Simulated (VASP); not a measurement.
Input:

```
CELL_PARAMETERS angstrom
      3.08112     0.00000     0.00000
      0.00000     3.08112     0.00000
      0.00000     0.00000     3.08112
ATOMIC_POSITIONS crystal
  Sn 0.00000 0.00000 0.00000
  O  0.50000 0.50000 0.50000
```

Method: PBEsol GGA, VASP's PBE PAW potentials (set 64) (plane waves; VASP 6.6.1). Settings: 620 eV cut-off, 12×12×12 Γ-centred mesh, first-order Methfessel-Paxton smearing of 0.10 eV, potentials Sn_d O.

Energy and stress use the plane-wave basis of the starting cell.

Question: The ions, cell shape and volume at an external pressure of 5.0 GPa are relaxed. Which structure does the run end with?

Answer: 
```
CELL_PARAMETERS angstrom
      3.04019     0.00000     0.00000
      0.00000     3.04019     0.00000
      0.00000     0.00000     3.04019
ATOMIC_POSITIONS crystal
  Sn 0.00000 0.00000 0.00000
  O  0.50000 0.50000 0.50000
```
Space group Pm-3m (221), at a tolerance of 0.03 Å.

Question: How do energy and volume change from the first to the last step?

Answer: The energy (σ→0) changes by +8.5 meV/atom and the volume by -3.9 %, in 3 ionic steps.

```
step  E(σ→0) (eV)  max force (eV/Å)  pressure (GPa)  volume (Å³)
----  -----------  ----------------  --------------  -----------
1        -10.6367             0.000           -0.12        29.25
2        -10.5855             0.000            9.11        27.32
3        -10.6197             0.000            5.01        28.10
```

The structure was generated: SnO was put into the CsCl type type (Pm-3m), which need not be its known phase. This run relaxes it under an external pressure of 5 GPa. Symmetry was kept, so distortions that lower it aren't found.
